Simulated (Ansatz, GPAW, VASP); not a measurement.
**One calculation of MoI, 3 ways**

```
Mo I
1.0
     0.00000    3.17885    3.17885
     3.17885    0.00000    3.17885
     3.17885    3.17885    0.00000
Mo I
1 1
Direct
  0.00000 0.00000 0.00000
  0.75000 0.75000 0.75000
```

Alike in all runs: task band structure; functional RPBE; k mesh 7 × 7 × 7; occupations fermi-dirac, width 0.05 eV; no spin polarisation; no spin-orbit coupling. Pressure is positive in compression and, in plane waves, holds the error of the finite cutoff, which Ansatz's Pulay term estimates and takes out.

| program and potentials | plane-wave cutoff (eV) | notes | pressure (GPa) |
| --- | --- | --- | --- |
| Ansatz, Ansatz PAW | 420 | potentials made for PBE, which Ansatz adapts in part; 15.5 valence electrons an atom on average; Pulay term of +0.02 GPa included | -5.80 |
| VASP, PBE PAW files I, Mo_sv, 520 eV | 520 | potentials made for PBE; 10.5 valence electrons an atom on average | ? |
| GPAW, the program's PAW data sets (release 1.2.1) made for this functional | 600 | 10.5 valence electrons an atom on average | -5.31 |

Question: Estimate from the other rows what the run with VASP, PBE PAW files I, Mo_sv, 520 eV gave.

Answer: Pressure -5.86 GPa. The other rows, which needn't bracket it: pressure -5.80 to -5.31.
